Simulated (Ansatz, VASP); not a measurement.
**Cross-check of Si7Ge17 (generalised stacking fault on (111) (glide set) of a Ge-Si solid solution) between VASP and Ansatz**

One calculation is typed for both programs; each brings its own data sets. How far apart do they land? The cell is taken from a series of runs on this material, whose earlier steps may have relaxed, scaled, displaced or heated it; both programs get it as it stands.

Calculated with Ansatz 0.2.0; plane waves, with VASP 6.6.1 beside it; single point at PBE.

## (1) Starting point

The cell holds 72 atoms: 51 Ge and 21 Si. Its edges and angles: a = 6.849 Å, b = 11.862 Å, c = 19.579 Å, α = 90.0°, β = 88.3°, γ = 90.0°. As first built, before any earlier steps moved the atoms (in the runner's words): diamond-structure Ge (a = 5.5919 A), cell with z along [111], 1 x 3 x 2 periods; the third cell vector is tilted by 0.083 of 1/2[11-2] and lengthened by 0.2 A, so the cell holds one fault (glide set); displaced by a Gaussian of 0.01 A; 21 of 72 Ge sites given to Si at random (lattice constant by Vegard's rule between Ge and Si) Then every atom was moved at random, 0.05 A r.m.s. a Cartesian component (hydrogen 0.6 of that). The structure's axis is c.

## (2) Ansatz: single point, PBE

Ansatz runs on its default PAW (the set named soft_2) files.

With cell and atoms fixed, the geometry can't cause a difference; cores, projectors, grids and the points listed under the comparison can.

The input, input.yaml:

```yaml
crystal:
  lattice:
    - [6.84865, 0.0, 0.0]
    - [0.0, 11.86221, 0.0]
    - [0.5707, 0.0, 19.57091]
  atoms:
    - { symbol: Ge, position: [0.48162, 0.17187, 0.02273] }
    - { symbol: Ge, position: [0.47964, 0.1678, 0.1447] }
    - { symbol: Ge, position: [0.81983, 0.16745, 0.18597] }
    - { symbol: Si, position: [0.78622, 0.17, 0.31058] }
    - { symbol: Si, position: [0.99946, 0.99786, 0.02759] }
    - { symbol: Ge, position: [0.97695, 0.99929, 0.14243] }
    - { symbol: Si, position: [0.31846, 0.99479, 0.18418] }
    - { symbol: Ge, position: [0.30818, 0.99885, 0.30582] }
    - { symbol: Ge, position: [0.63953, 0.99728, 0.34984] }
    - { symbol: Si, position: [0.6271, 0.00072, 0.47219] }
    - { symbol: Si, position: [0.50035, 0.4999, 0.02274] }
    - { symbol: Si, position: [0.49366, 0.49438, 0.13967] }
    - { symbol: Ge, position: [0.82076, 0.4877, 0.18406] }
    - { symbol: Ge, position: [0.81656, 0.49946, 0.31108] }
    - { symbol: Si, position: [0.99456, 0.33031, 0.01856] }
    - { symbol: Ge, position: [0.97849, 0.32507, 0.1456] }
    - { symbol: Ge, position: [0.31815, 0.33092, 0.18367] }
    - { symbol: Si, position: [0.30355, 0.33611, 0.31008] }
    - { symbol: Ge, position: [0.63589, 0.33267, 0.34813] }
    - { symbol: Si, position: [0.62385, 0.33362, 0.47447] }
    - { symbol: Ge, position: [0.13541, 0.16989, 0.34902] }
    - { symbol: Ge, position: [0.12353, 0.17115, 0.47849] }
    - { symbol: Si, position: [0.44564, 0.16868, 0.51638] }
    - { symbol: Si, position: [0.44712, 0.16547, 0.64272] }
    - { symbol: Ge, position: [0.77917, 0.16123, 0.67734] }
    - { symbol: Si, position: [0.76821, 0.16891, 0.80522] }
    - { symbol: Ge, position: [0.96132, 0.99562, 0.51538] }
    - { symbol: Ge, position: [0.94017, 0.00764, 0.63577] }
    - { symbol: Si, position: [0.26826, 0.99295, 0.68035] }
    - { symbol: Ge, position: [0.25939, 0.99498, 0.80271] }
    - { symbol: Ge, position: [0.60751, 0.0049, 0.84568] }
    - { symbol: Si, position: [0.58831, 0.00249, 0.97263] }
    - { symbol: Ge, position: [0.49067, 0.83294, 0.02153] }
    - { symbol: Si, position: [0.49097, 0.83583, 0.14872] }
    - { symbol: Ge, position: [0.82732, 0.83175, 0.18684] }
    - { symbol: Ge, position: [0.80735, 0.83602, 0.31243] }
    - { symbol: Ge, position: [0.99577, 0.6721, 0.02484] }
    - { symbol: Ge, position: [0.99467, 0.67841, 0.14189] }
    - { symbol: Ge, position: [0.31629, 0.66566, 0.18463] }
    - { symbol: Ge, position: [0.31867, 0.6646, 0.30944] }
    - { symbol: Ge, position: [0.64917, 0.66215, 0.34855] }
    - { symbol: Ge, position: [0.63089, 0.66282, 0.47196] }
    - { symbol: Ge, position: [0.14058, 0.50653, 0.35244] }
    - { symbol: Ge, position: [0.12942, 0.49238, 0.47437] }
    - { symbol: Ge, position: [0.45173, 0.50098, 0.51745] }
    - { symbol: Ge, position: [0.45355, 0.50737, 0.63756] }
    - { symbol: Ge, position: [0.7736, 0.49919, 0.68174] }
    - { symbol: Ge, position: [0.77039, 0.50175, 0.80311] }
    - { symbol: Si, position: [0.96471, 0.33484, 0.51601] }
    - { symbol: Si, position: [0.93725, 0.33546, 0.63898] }
    - { symbol: Ge, position: [0.27848, 0.33531, 0.67892] }
    - { symbol: Ge, position: [0.27525, 0.33626, 0.80106] }
    - { symbol: Ge, position: [0.60805, 0.33601, 0.84686] }
    - { symbol: Ge, position: [0.59211, 0.33651, 0.96808] }
    - { symbol: Ge, position: [0.09739, 0.17022, 0.84816] }
    - { symbol: Ge, position: [0.08457, 0.16883, 0.96652] }
    - { symbol: Ge, position: [0.12881, 0.82177, 0.35089] }
    - { symbol: Ge, position: [0.12491, 0.83548, 0.47164] }
    - { symbol: Ge, position: [0.45506, 0.83041, 0.51278] }
    - { symbol: Ge, position: [0.44987, 0.84001, 0.64296] }
    - { symbol: Ge, position: [0.79118, 0.83298, 0.68361] }
    - { symbol: Ge, position: [0.7584, 0.83425, 0.80524] }
    - { symbol: Ge, position: [0.95312, 0.6677, 0.5171] }
    - { symbol: Ge, position: [0.94824, 0.66193, 0.64253] }
    - { symbol: Ge, position: [0.27864, 0.67327, 0.679] }
    - { symbol: Ge, position: [0.26654, 0.66884, 0.80624] }
    - { symbol: Ge, position: [0.59196, 0.659, 0.84556] }
    - { symbol: Si, position: [0.58154, 0.66357, 0.97389] }
    - { symbol: Si, position: [0.08812, 0.49356, 0.84287] }
    - { symbol: Si, position: [0.09208, 0.50233, 0.96824] }
    - { symbol: Ge, position: [0.09551, 0.83283, 0.84973] }
    - { symbol: Si, position: [0.07122, 0.83396, 0.96741] }
kpoints:
  mp_grid: { grid: [1, 1, 1] }
hamiltonian:
  xc: pbe
scf:
  occupations: { method: fermi_dirac, width: 0.05 }
output:
  forces: true
  eigenvalues: true
  populations: true
  stress: true
```

On the command line:

```bash
$ ansatz run input.yaml --threads 8 --pin off --max-ram 15872MiB --backend cpu --events-out ev --progress --plain --runs-dir out
```

Numbers of over 12 decimals in the logs are rounded to 6 here.

The program printed:

```text
Engine: ansatz 0.2.0, aarch64-unknown-linux-gnu
Pseudopotentials: kind: paw
Pseudopotential: Ge, paw, valence charge 14, recommended cutoff 420 eV (normal), Ge.paw.azcp
Pseudopotential: Si, paw, valence charge 4, recommended cutoff 420 eV (normal), Si.paw.azcp
Functional definition: PBE
  parameter kappa = 0.804
  parameter beta = 0.066725
  exchange = pbe_x(kappa = kappa, mu = beta*pi^2/3)
  correlation = pbe_c(beta = beta)
Crystal: 72 atoms, lattice volume = 1589.943 Å³
Basis set: ecut = 420 eV, 31103 PW (Γ), exchange–correlation on 96×160×270 points (8 copies of the dense FFT grid, shifted against one another)
Bands: 479, of which v1, the nominal top of the filled ones, is band 399 counted from 1 (398 counted from 0)
Symmetry: 1 space group operations
Space group: P1 (ITA 1), of the structure as read, at distance tolerance 1.2e-4 Å
k-points: 1
Non-local potential: Ge, projectors of the file, l = 0: 2, l = 1: 2, l = 2: 3, l = 3: 1
Non-local potential: Si, projectors of the file, l = 0: 2, l = 1: 2, l = 2: 2
PAW form: soft (Blöchl's): semilocal exchange-correlation on the pseudo side does not see the compensation charge
PAW one-centre angular grid: Ge, 590 points (default); XC on 64 Gauss nodes
PAW one-centre angular grid: Si, 110 points (default); XC on 64 Gauss nodes
Initial density: superposition of atomic densities (neutral atoms: chi_scale 0, normalization atom), corrected by the library's trained network
Initial wavefunctions: pseudopotential atomic-orbital guess
Functional: x = pbe(κ = 0.804, μ = 0.219515), c = pbe(β = 0.066725)
SCF iter   1: F=—  HF=-232379.526161 eV  |F-HF|=—  |Δ(HF+E_count)|=         —  Δρ=3.54e-3  dr2=2.93e-1  ethr=1.77e-3  ⟨swp⟩=5.0  Hψ=1666  notcnv=0  defer=48
preconditioner: auto → LDOS  [insulator: Δε(μ)=0.214 eV  Ē_g=20.362 eV  σ=0.050 eV  W_gap=0.78  n_scr=386 (ndim 8)  ℏωp=26.3 eV  f_vac=0.022  D(μ)=10.03/eV (n_scr^D=28)  ε∞_Penn≈2.7  β→1.0]
SCF iter   2: F=—  HF=-232379.488594 eV  |F-HF|=—  |Δ(HF+E_count)|=   3.76e-2  Δρ=1.93e-3  dr2=1.11e-1  ethr=3.68e-5  ⟨swp⟩=2.0  Hψ=977  notcnv=0  defer=53
SCF iter   3: F=—  HF=-232379.451601 eV  |F-HF|=—  |Δ(HF+E_count)|=   3.70e-2  Δρ=5.07e-4  dr2=7.82e-3  ethr=1.39e-5  ⟨swp⟩=2.0  Hψ=852  notcnv=0  defer=53
SCF iter   4: F=—  HF=-232379.450043 eV  |F-HF|=—  |Δ(HF+E_count)|=   1.56e-3  Δρ=1.67e-4  dr2=1.11e-3  ethr=9.80e-7  ⟨swp⟩=2.0  Hψ=829  notcnv=0  defer=53
SCF iter   5: F=—  HF=-232379.449984 eV  |F-HF|=—  |Δ(HF+E_count)|=   5.85e-5  Δρ=5.24e-5  dr2=1.02e-4  ethr=1.39e-7  ⟨swp⟩=3.0  Hψ=965  notcnv=0  defer=53
SCF iter   6: F=—  HF=-232379.450008 eV  |F-HF|=—  |Δ(HF+E_count)|=   2.40e-5  Δρ=2.43e-5  dr2=2.15e-5  ethr=1.28e-8  ⟨swp⟩=2.0  Hψ=679  notcnv=0  defer=53
SCF iter   7: F=—  HF=-232379.450377 eV  |F-HF|=—  |Δ(HF+E_count)|=   3.69e-4  Δρ=7.28e-6  dr2=1.49e-6  ethr=2.69e-9  ⟨swp⟩=2.0  Hψ=879  notcnv=0  defer=53
SCF iter   8: F=—  HF=-232379.450378 eV  |F-HF|=—  |Δ(HF+E_count)|=   7.08e-7  Δρ=2.71e-6  dr2=2.19e-7  ethr=1.87e-10  ⟨swp⟩=2.0  Hψ=571  notcnv=0  defer=53
SCF iter   9: F=-232379.450378 eV  HF=-232379.450378 eV  |F-HF|=2.33e-10  |Δ(HF+E_count)|=   1.07e-7  Δρ=9.35e-7  dr2=2.74e-8  ethr=1.25e-11  ⟨swp⟩=13.0  Hψ=2051  notcnv=0
SCF 1 converged in 9 iterations: F = -232379.450378 eV  dr2 = 2.74e-8
  greatest PAW one-centre occupation: 0.998 electrons in one spin orbital (limit 2), on the Ge atom at site 53 (counted from 0), in its partial waves of l = 2
SCF converged after 9 iterations
Free energy (F): -232379.450378 eV
Harris-Foulkes:  -232379.450378 eV  (|F-HF|=2.33e-10)
Internal energy: -232379.347961 eV  (E = F + TS)
E sigma→0 (E₀):  -232379.399169 eV
Entropy (-TS):   -0.102418 eV (-1.422 meV/atom)
Fermi energy:    8.232847 eV
--- Per-component energies (eV) ---
  E_band       = -7844.492107
  E_kinetic    = 6539.330334
  E_local      = -145973.663113  (includes V_loc(G=0)·N_el)
  E_nonlocal   = 21913.527164
  E_hartree    = 65003.807485
  E_xc         = -5009.588132
  E_vxc        = -4273.506125  (∫ρ·V_xc dr)
  E_paw        = -113805.435206  (= ΣΔE_a)
  E_vpaw       = -16057.802862  (= ΣTr[D̂ρ^β])
  E_aug_tail   = 0.015806  (compensation charges beyond the density's cutoff)
  E_ewald      = -61047.342299
  E_smearing   = -0.102418  (= −TS)
  E_closure    = -0.000000  (closes the sum)
  Σ components = -232379.450378   (vs F -232379.450378, Δ=0.00e0)
--- Forces (eV/Å), atoms counted from 1 ---
  atom   1  Ge    -1.17414561    -0.81149741    -0.46884220
  atom   2  Ge     0.73504550    -1.27266882     0.22308550
  atom   3  Ge    -1.59548969    -1.06925357     1.11095577
  atom   4  Si     1.72450137    -0.96431099    -0.63430081
  atom   5  Si    -0.92644561     0.26394056    -2.22433070
  atom   6  Ge     1.42272122     0.07138636     1.06366490
  atom   7  Si    -0.61132989     0.63585486    -0.16857605
  atom   8  Ge    -0.26776719    -0.46342617     0.17394279
[...]
atom  35  Ge    -1.72541705     0.77630226     0.72655253
  atom  36  Ge     0.23096315    -0.81940954    -0.97082835
  atom  37  Ge    -1.09278454    -0.76349568    -1.48306058
  atom  38  Ge    -0.08796489    -2.35251725     0.88367526
  atom  39  Ge     0.98177830    -0.31799939    -0.18262056
  atom  40  Ge     0.24727001     0.10182926    -0.48204713
  atom  41  Ge    -0.69916950     0.73911546     0.37961919
  atom  42  Ge    -0.09805173     0.12947395     0.09425922
  atom  43  Ge     0.17868727    -1.24403916    -0.12631213
  atom  44  Ge    -0.12092638     1.19023295     0.19846992
  atom  45  Ge     0.47308016    -0.47085283    -0.76057381
  atom  46  Ge    -0.36908951    -0.42270878     0.51126053
  atom  47  Ge     0.05046889    -0.41675020    -0.15160471
  atom  48  Ge     0.37471721    -0.39755181     0.07547256
  atom  49  Si    -2.03614587    -0.27354031     0.73560894
  atom  50  Si     0.91974886    -0.49401446    -0.53214429
[...]
atom  65  Ge    -0.13416016    -0.22496773     0.78152571
  atom  66  Ge    -0.51300886    -1.08698699    -0.42088801
  atom  67  Ge     0.03619520     0.96434990     1.33671971
  atom  68  Si     1.37310963    -0.04391068    -1.04880930
  atom  69  Si     0.76512762     0.99403690     0.97500209
  atom  70  Si     0.96196394    -0.53777508    -0.17264284
  atom  71  Ge    -0.77429604    -0.16641872    -0.28313594
  atom  72  Si     0.97275271     0.90350724     0.82245404
  max |Σ_I F_I| component: 2.07e-6 eV/Å
--- Stress (GPa, compression-positive) ---
       -5.762155      -0.704759      -2.029269
       -0.704759      12.361515       0.472164
       -2.029269       0.472164       3.234192
  P = ⅓ Tr σ = 3.2779 GPa (32.779 kbar)
--- Band table (eV) ---
  k-point 0: bands = [... 395 lower, 7.6478, 7.7332, 7.8593, 8.1462, 8.3568, 8.3762, 8.4469, 8.5038, ... 76 higher]
--- Löwdin populations: 72 sites ---
  site symbol       q [e]
     0     Ge     13.9968
     1     Ge     13.9971
     2     Ge     13.9693
     3     Si      3.8975
     4     Si      3.9130
     5     Ge     14.0271
     6     Si      3.9005
     7     Ge     14.0234
     8     Ge     14.0033
     9     Si      3.9337
    10     Si      3.9398
    11     Si      3.9249
    12     Ge     13.9886
    13     Ge     13.9663
    14     Si      3.9192
    15     Ge     13.9878
    16     Ge     13.9976
    17     Si      3.9127
    18     Ge     14.0307
    19     Si      3.9565
    20     Ge     14.0216
    21     Ge     14.0198
    22     Si      3.9574
    23     Si      3.9385
[...]
64     Ge     13.9751
    65     Ge     13.9901
    66     Ge     13.9809
    67     Si      3.9253
    68     Si      3.9207
    69     Si      3.9498
    70     Ge     14.0049
    71     Si      3.9055
  spilling = 0.002517 (of n_electrons = 798.000000)
```

Reading the cycles: dr2 is the Hartree energy of the density residual (eV), the measure of convergence; HF is the Harris–Foulkes estimate of the energy, which meets the free energy F at convergence.

The run ends at a pressure of 3.28 GPa, with forces up to 2.8 eV/Å.

[end of part 1 of 2]

[Lines on the potential files, build, host, timing and source positions are cut from VASP's logs without a mark.]

[Logs are printed without paths, hosts, clocks, repeated set-up lines and the standing remarks that a program may print on its own settings, such as how far it seeks lower states.]

[Hosts, paths, dates, database ids (printed as entryN), source tags and the programs' standing remarks are cut or masked in the printed files.]
